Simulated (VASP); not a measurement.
The system is BeRhS3.

```
CELL_PARAMETERS angstrom
4.34672 0.00000 0.00000
0.00000 4.34672 0.00000
0.00000 0.00000 4.34672
ATOMIC_POSITIONS crystal
Be 0.00000 0.00000 0.00000
Rh 0.50000 0.50000 0.50000
S 0.00000 0.50000 0.50000
S 0.50000 0.50000 0.00000
S 0.50000 0.00000 0.50000
```

The cell was built by a generator and needn't be a form met in nature.

| Property | Result |
| --- | --- |
| Program | VASP 6.6.1 |
| Task | relaxation of cell and atoms |
| Functional | PBE |
| Potentials or basis | VASP PAW PBE potentials, release 64 (Be, Rh_pv, S) |
| Cutoff | 600 eV |
| k mesh | 6 × 6 × 6 |
| Occupations | gaussian, width 0.05 eV |
| Spin | no spin polarisation |

At the start: pressure 22.7 GPa; volume 16.43 Å³/atom.

Task: How do energy, volume and symmetry change on relaxing?

Result: Over 6 steps the energy falls by 196.1 meV/atom and the volume is 19.72 Å³/atom (+20.1 %); space group Pm-3m (No. 221, to 0.05 Å).

Step by step:
```
step  energy change (eV)  largest force (eV/Å)  pressure (GPa)  volume (Å³)
   1              0.0000                0.0000           22.70        82.13
   2             -0.5572                0.0000           -8.26       113.00
   3             -0.9803                0.0000            0.10        98.63
   4             -0.9800                0.0000           -0.29        98.98
   5             -0.9803                0.0000            0.09        98.51
   6             -0.9803                0.0000            0.01        98.61
```

Final structure:
```
Be Rh S
1.0
     4.61997    0.00000    0.00000
     0.00000    4.61997    0.00000
     0.00000    0.00000    4.61997
Be Rh S
1 1 3
Direct
  0.00000 0.00000 0.00000
  0.50000 0.50000 0.50000
  0.00000 0.50000 0.50000
  0.50000 0.50000 0.00000
  0.50000 0.00000 0.50000
```

Caveat: the volume moved by over 15 % at a fixed basis, so the end points are rough.
